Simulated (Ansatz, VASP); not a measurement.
**Hf (Hafnium) in two plane-wave programs**

Wanted: the spread between two codes on one cell, functional and k mesh. The structure shown comes from an earlier Ansatz run, which isn't shown and may have moved the atoms alone.

Program: Ansatz 0.2.0. Level of theory: plane waves, with VASP 6.6.1 beside it; elastic constants at LDA. Results are calculated unless marked as measured.

## 1. The structure

Symmetry: P6_3/mmc, No. 194, hexagonal system. Conventional cell: a = 3.161 Å, b = 3.161 Å, c = 4.829 Å, α = 90.00°, β = 90.00°, γ = 120.00°. Nearest to Hf lie 12 Hf at 3.03 to 3.16 Å.

## 2. Ansatz: elastic constants, LDA

Ansatz runs on its default PAW (the set named soft_2) files.

Elastic constants are differences of stresses under small strains, so they test the stress and the mesh.

input.yaml reads:

```yaml
crystal:
  lattice:
    - [3.1606141642, 0.0, 0.0]
    - [-1.5803070821, 2.7371721578, 0.0]
    - [0.0, 0.0, 4.8286425584]
  atoms:
    - { symbol: Hf, position: [0.3333333333, 0.6666666667, 0.25] }
    - { symbol: Hf, position: [0.6666666667, 0.3333333333, 0.75] }
kpoints:
  mp_grid: { grid: [4, 4, 4] }
hamiltonian:
  xc: lda
scf:
  occupations: { method: methfessel_paxton, width: 0.25 }
output:
  forces: true
  stress: true
  eigenvalues: true
elastic:
  mode: relaxed_ion
  stencil: two_point
  amplitude: 0.01
```

Launch:

```
> ansatz run input.yaml --threads 4 --pin off --max-ram 16384MiB --backend cpu --events-out ev --progress --plain --runs-dir out
```

Numbers of over 12 decimals in the logs are rounded to 6 here.

Output:

```text
Engine: ansatz 0.2.0, aarch64-unknown-linux-gnu
Pseudopotentials: kind: paw
Pseudopotential: Hf, paw, valence charge 26, recommended cutoff 420 eV (normal), Hf.paw.azcp
Functional definition: SPW92
  exchange = slater_x
  correlation = pw_c
Crystal: 2 atoms, lattice volume = 41.773 Å³
Basis set: ecut = 420 eV, 797 PW (Γ)
Bands: 32, of which v1, the nominal top of the filled ones, is band 26 counted from 1 (25 counted from 0)
Symmetry: 24 space group operations
Space group: P63/mmc (ITA 194), of the structure as read, at distance tolerance 3.5e-5 Å
k-points: 12 of 64
Non-local potential: Hf, projectors of the file, l = 0: 3, l = 1: 2, l = 2: 2, l = 3: 3
PAW form: soft (Blöchl's): semilocal exchange-correlation on the pseudo side does not see the compensation charge
PAW frozen core: Hf, regenerated for the run's functional, and the local potential with it (the file was generated under x = pbe(κ = 0.804, μ = 0.219515), c = pbe(β = 0.066725))
PAW one-centre angular grid: Hf, 590 points (default); XC on 64 Gauss nodes
Initial density: superposition of atomic densities (neutral atoms: chi_scale 0, normalization atom), corrected by the library's trained network
Initial wavefunctions: pseudopotential atomic-orbital guess
Functional: x = slater, c = lda
SCF iter   1: F=—  HF=-30953.735008 eV  |F-HF|=—  |Δ(HF+E_count)|=         —  Δρ=5.19e-3  dr2=5.78e-3  ethr=1.77e-3  ⟨swp⟩=4.3  Hψ=1271  notcnv=0
preconditioner: auto → Resta (q_TF=auto, 2.830 Å⁻¹)  ε∞=6.1  [insulator: Δε(μ)=0.322 eV  Ē_g=17.648 eV  σ=0.250 eV  W_gap=0.76  n_scr=22 (ndim 8)  ℏωp=39.8 eV  f_vac=0.000  D(μ)=1.16/eV (n_scr^D=2)  ε∞_Penn≈6.1]
SCF iter   2: F=—  HF=-30953.733913 eV  |F-HF|=—  |Δ(HF+E_count)|=   1.09e-3  S|Δr|=    0.00e0  Δρ=2.95e-3  dr2=2.09e-3  ethr=1.11e-5  ⟨swp⟩=2.7  Hψ=727  notcnv=0
SCF iter   3: F=—  HF=-30953.733684 eV  |F-HF|=—  |Δ(HF+E_count)|=   2.29e-4  S|Δr|=    0.00e0  Δρ=7.79e-4  dr2=1.89e-4  ethr=4.02e-6  ⟨swp⟩=2.0  Hψ=615  notcnv=0
SCF iter   4: F=—  HF=-30953.733463 eV  |F-HF|=—  |Δ(HF+E_count)|=   2.21e-4  S|Δr|=    0.00e0  Δρ=2.25e-4  dr2=1.54e-5  ethr=3.64e-7  ⟨swp⟩=2.0  Hψ=685  notcnv=0
SCF iter   5: F=—  HF=-30953.733447 eV  |F-HF|=—  |Δ(HF+E_count)|=   1.61e-5  S|Δr|=    0.00e0  Δρ=2.79e-5  dr2=2.14e-7  ethr=2.97e-8  ⟨swp⟩=2.7  Hψ=670  notcnv=0
SCF iter   6: F=—  HF=-30953.733445 eV  |F-HF|=—  |Δ(HF+E_count)|=   2.23e-6  S|Δr|=    0.00e0  Δρ=5.49e-6  dr2=5.86e-9  ethr=4.11e-10  ⟨swp⟩=2.3  Hψ=695  notcnv=0
SCF iter   7: F=—  HF=-30953.733445 eV  |F-HF|=—  |Δ(HF+E_count)|=   4.75e-9  S|Δr|=    0.00e0  Δρ=1.05e-6  dr2=3.25e-10  ethr=1.13e-11  ⟨swp⟩=2.2  Hψ=693  notcnv=0
SCF iter   8: F=—  HF=-30953.733445 eV  |F-HF|=—  |Δ(HF+E_count)|=  7.53e-10  S|Δr|=    0.00e0  Δρ=2.00e-7  dr2=1.36e-11  ethr=6.25e-13 (applied; sched 1.00e-12)  ⟨swp⟩=3.2  Hψ=814  notcnv=0
SCF iter   9: F=—  HF=-30953.733445 eV  |F-HF|=—  |Δ(HF+E_count)|=  2.18e-11  S|Δr|=    0.00e0  Δρ=5.28e-8  dr2=5.94e-13  ethr=2.62e-14 (applied; sched 1.00e-12)  ⟨swp⟩=2.2  Hψ=695  notcnv=0  defer=2
SCF iter  10: F=-30953.733445 eV  HF=-30953.733445 eV  |F-HF|=1.09e-11  |Δ(HF+E_count)|=  3.64e-12  S|Δr|=    0.00e0  Δρ=8.30e-9  dr2=1.33e-14  ethr=1.00e-12  ⟨swp⟩=6.7  Hψ=1703  notcnv=0
SCF 1 converged in 10 iterations: F = -30953.733445 eV  dr2 = 1.33e-14
  greatest PAW one-centre occupation: 0.998 electrons in one spin orbital (limit 2), on the Hf atom at site 1 (counted from 0), in its partial waves of l = 3
Crystal: 2 atoms, lattice volume = 41.356 Å³
Symmetry: 8 space group operations
k-points: 21 of 64
Initial density: handed on by an earlier stage of this run
Initial wavefunctions: pseudopotential atomic-orbital guess (no wavefunctions were taken with the density)
[...]
preconditioner: auto → Resta (q_TF=auto, 2.834 Å⁻¹)  ε∞=6.5  [insulator: Δε(μ)=0.220 eV  Ē_g=17.088 eV  σ=0.250 eV  W_gap=0.54  n_scr=22 (ndim 8)  ℏωp=40.0 eV  f_vac=0.000  D(μ)=1.09/eV (n_scr^D=2)  ε∞_Penn≈6.5]
[...]
SCF 14 converged in 2 iterations: F = -30953.732489 eV  dr2 = 5.83e-15
[...]
SCF iter  10: F=-30953.732489 eV  HF=-30953.732489 eV  |F-HF|=3.64e-12  |Δ(HF+E_count)|=  3.64e-12  S|Δr|=    0.00e0  Δρ=4.59e-9  dr2=9.26e-15  ethr=1.00e-12  ⟨swp⟩=5.7  Hψ=3137  notcnv=0
SCF 15 converged in 10 iterations: F = -30953.732489 eV  dr2 = 9.26e-15
relax step   1: F+E_penalty+E_count = -30953.73248935 eV  Δ(F+E_penalty+E_count) = +0.000e0 eV  max|allowed force component| = 1.056e-4 eV/Å  Δτ_max = 0.0000 Å  (10 SCF iters, accepted)
iter 1 solved again at ethr=6.69e-12 eV; its pass at ethr=3.10e-3 eV (dr2=3.48e-9 eV) is discarded
SCF iter   1: F=—  HF=-30953.732489 eV  |F-HF|=—  |Δ(HF+E_count)|=         —  Δρ=2.74e-6  dr2=2.17e-9  ethr=6.69e-12  ⟨swp⟩=2.2  Hψ=3303  notcnv=0
SCF iter   2: F=—  HF=-30953.732489 eV  |F-HF|=—  |Δ(HF+E_count)|=  4.98e-10  S|Δr|=    0.00e0  Δρ=1.45e-6  dr2=5.88e-10  ethr=4.18e-12  ⟨swp⟩=1.6  Hψ=1049  notcnv=0
SCF iter   3: F=—  HF=-30953.732489 eV  |F-HF|=—  |Δ(HF+E_count)|=  1.42e-10  S|Δr|=    0.00e0  Δρ=2.66e-7  dr2=2.22e-11  ethr=1.13e-12  ⟨swp⟩=2.1  Hψ=1174  notcnv=0
SCF iter   4: F=—  HF=-30953.732489 eV  |F-HF|=—  |Δ(HF+E_count)|=  1.46e-11  S|Δr|=    0.00e0  Δρ=3.14e-8  dr2=3.60e-13  ethr=4.27e-14 (applied; sched 1.00e-12)  ⟨swp⟩=2.0  Hψ=1056  notcnv=0
SCF iter   5: F=-30953.732489 eV  HF=-30953.732489 eV  |F-HF|=0.00e0  |Δ(HF+E_count)|=  3.64e-12  S|Δr|=    0.00e0  Δρ=7.51e-9  dr2=1.71e-14  ethr=1.00e-12  ⟨swp⟩=5.8  Hψ=3150  notcnv=0
SCF 16 converged in 5 iterations: F = -30953.732489 eV  dr2 = 1.71e-14
relax step   2: F+E_penalty+E_count = -30953.73248935 eV  Δ(F+E_penalty+E_count) = -2.368e-9 eV  max|allowed force component| = 4.965e-5 eV/Å  Δτ_max = 0.0000 Å  (5 SCF iters, accepted)
iter 1 solved again at ethr=1.00e-12 eV; its pass at ethr=3.10e-3 eV (dr2=5.81e-14 eV) is discarded
SCF iter   1: F=—  HF=-30953.732489 eV  |F-HF|=—  |Δ(HF+E_count)|=         —  Δρ=7.54e-9  dr2=1.72e-14  ethr=1.00e-12  ⟨swp⟩=2.2  Hψ=3321  notcnv=0
SCF iter   2: F=-30953.732489 eV  HF=-30953.732489 eV  |F-HF|=7.28e-12  |Δ(HF+E_count)|=  3.64e-12  S|Δr|=    0.00e0  Δρ=4.31e-9  dr2=5.29e-15  ethr=1.00e-12  ⟨swp⟩=6.0  Hψ=3208  notcnv=0
SCF 17 converged in 2 iterations: F = -30953.732489 eV  dr2 = 5.29e-15
SCF converged after 10 iterations
Stability not checked: this state was not tested for a lower state beside it, because cold or Methfessel-Paxton smearing, or corrected tetrahedra, fill the levels in a way that the test cannot read (fill_not_monotonic; see scf.lower_state_search)
Free energy (F): -30953.733445 eV
Harris-Foulkes:  -30953.733445 eV  (|F-HF|=1.09e-11)
Internal energy: -30953.739741 eV  (E = F + TS)
E sigma→0 (E₀):  -30953.735019 eV
Entropy (-TS):   0.006296 eV (3.148 meV/atom)
Fermi energy:    21.059707 eV
--- Per-component energies (eV) ---
  E_band       = 138.928256
  E_kinetic    = 854.656951
  E_local      = -9811.679260  (includes V_loc(G=0)·N_el)
  E_nonlocal   = -2465.095154
  E_hartree    = 4635.918743
  E_xc         = -596.995156
  E_vxc        = -535.476787  (∫ρ·V_xc dr)
  E_paw        = -13373.064464  (= ΣΔE_a)
  E_vpaw       = 2824.685024  (= ΣTr[D̂ρ^β])
  E_aug_tail   = -0.000003  (compensation charges beyond the density's cutoff)
  E_ewald      = -10202.395884
  E_core_change = 4.914485  (= ΣΔE_core)
  E_smearing   = 0.006296  (= −TS)
  E_closure    = 0.000000  (closes the sum)
  Σ components = -30953.733445   (vs F -30953.733445, Δ=0.00e0)
--- Forces (eV/Å), atoms counted from 1 ---
  atom   1  Hf     0.00000000    -0.00000000     0.00000000
  atom   2  Hf     0.00000000     0.00000000     0.00000000
  max |Σ_I F_I| component: 1.85e-17 eV/Å
--- Stress (GPa, compression-positive) ---
       -0.000070       0.000000       0.000000
        0.000000      -0.000070       0.000000
        0.000000       0.000000       0.000703
  P = ⅓ Tr σ = 0.0002 GPa (0.002 kbar)
--- Band table (eV; the first three rows and the last of 12) ---
  k-point 0: bands = [... 22 lower, 13.5342, 17.2369, 22.1362, 22.1362, 22.4503, 22.8740, 23.1257, 23.1257, ... 2 higher]
  k-point 1: bands = [... 22 lower, 14.1772, 17.0129, 21.5742, 21.8304, 21.8304, 22.3313, 22.5980, 22.5980, ... 2 higher]
  k-point 2: bands = [... 22 lower, 15.7496, 15.7496, 21.3901, 21.3901, 21.9257, 21.9257, 21.9257, 21.9257, ... 2 higher]
  k-point 11: bands = [... 22 lower, 18.2851, 18.2851, 20.2638, 20.2638, 20.9872, 20.9872, 23.3560, 23.3560, ... 2 higher]
--- Elastic constants: 3 strain directions × 2 members + reference (group order 24) ---
  dense FFT box of the reference and of every strained cell: 24×24×36
  strains applied: 11, 33, 23; error gains: componentwise 1.00 (the most a stress slope's error grows in a printed constant), spectral 1.41 (1 for all six strains in a standard setting)
  C = ∂σ_k/∂η_j (tension-positive GPa; Voigt order 11 22 33 23 13 12):
       246.356     77.142     56.737      0.000      0.000      0.000
        77.142    246.356     56.737      0.000      0.000      0.000
        56.769     56.769    278.081      0.000      0.000      0.000
         0.000      0.000      0.000     72.399     -0.000      0.000
         0.000      0.000      0.000     -0.000     72.399      0.000
        -0.000      0.000      0.000      0.000      0.000     84.607
  reference stress σ⁰ (GPa):      0.000      0.000     -0.001     -0.000     -0.000     -0.000
  C* (energy form; C + prestress term) asymmetry max|C*_kj − C*_jk| = 3.113e-2 GPa — a small one proves nothing (zero by symmetry where the batch's group is 432, −43m or m−3m); a large one is finite-difference/SCF noise where every solve meets its electron count
  moduli (Voigt/Reuss/Hill, GPa): K = 128.01/127.97/127.99   G = 84.56/82.70/83.63   E = 206.01   ν = 0.232
  mechanically stable: yes (min eigenvalue of sym C = 72.40 GPa)
  the stresses are not corrected for the forces that the relaxations left standing (`elastic.f_tol`)
  strain η (Voigt 11):  stress-route row diagonal C_11 = 246.36 GPa, energy-path curvature d²(F+E_count+ΔE)/dδ²/Ω₀ = 246.62 GPa
         δ    σ_11 (GPa)             F (eV)   n_scf  n_hpsi   n_pw
    -1.000e-2      -2.5311      -30953.7301579       2    5985    820   relax 3 steps, max|allowed force component| 3.81e-5 eV/Å
     1.000e-2       2.3960      -30953.7302730       2    6068    836   relax 3 steps, max|allowed force component| 3.24e-6 eV/Å
  strain η (Voigt 33):  stress-route row diagonal C_33 = 278.08 GPa, energy-path curvature d²(F+E_count+ΔE)/dδ²/Ω₀ = 278.26 GPa
         δ    σ_33 (GPa)             F (eV)   n_scf  n_hpsi   n_pw
    -1.000e-2      -2.8698      -30953.7297335       9    8499    828   relax 0 steps, max|allowed force component| 1.48e-16 eV/Å
     1.000e-2       2.6918      -30953.7298730       8    8190    832   relax 0 steps, max|allowed force component| 7.40e-17 eV/Å
  strain η (Voigt 23):  stress-route row diagonal C_44 = 72.40 GPa, energy-path curvature d²(F+E_count+ΔE)/dδ²/Ω₀ = 72.47 GPa
         δ    σ_23 (GPa)             F (eV)   n_scf  n_hpsi   n_pw
    -1.000e-2      -0.7240      -30953.7324894       2    7087    830   relax 2 steps, max|allowed force component| 4.97e-5 eV/Å
     1.000e-2       0.7240      -30953.7324894       2    7079    830   relax 2 steps, max|allowed force component| 4.97e-5 eV/Å
```

Reading the cycles: dr2 is the Hartree energy of the density residual (eV), the measure of convergence; HF is the Harris–Foulkes estimate of the energy, which meets the free energy F at convergence.

(Continued in part 2 of 2.)

[Lines on the potential files, build, host, timing and source positions are cut from VASP's logs without a mark.]

[Logs are printed without paths, hosts, clocks, repeated set-up lines and the standing remarks that a program may print on its own settings, such as how far it seeks lower states.]

[Hosts, paths, dates, database ids (printed as entryN), source tags and the programs' standing remarks are cut or masked in the printed files.]
